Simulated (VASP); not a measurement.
```
BiTl3
1.0
    4.89275     0.00000     0.00000
    0.00000     4.89275     0.00000
    0.00000     0.00000     4.89275
Tl Bi
3 1
Cartesian
  0.00000   2.44637   2.44637
  2.44637   0.00000   2.44637
  2.44637   2.44637   0.00000
  0.00000   0.00000   0.00000
```

Method: PBEsol GGA with spin-orbit coupling, VASP's PBE PAW potentials (set 64) (plane waves; VASP). Numerical set-up: 400 eV cut-off, 6×6×6 Γ-centred mesh, Gaussian smearing of 0.050 eV, potentials Tl_d Bi_d.

Task: Estimate the energy per atom (σ→0), band gap (over mesh and band path) with the smallest direct gap where there is one.

Result: 
The band gap (over mesh and band path) comes out as none (metal, semimetal or under 0.01 eV) and the energy per atom (σ→0) comes out as -3.519 eV/atom.

Total energies compare only between runs with the same potentials, cut-off and functional.

The structure comes from a computed database's Tl3Bi entry (Pm-3m); how it stands against other phases isn't given here. It was relaxed first, which changed the volume by -5 %.
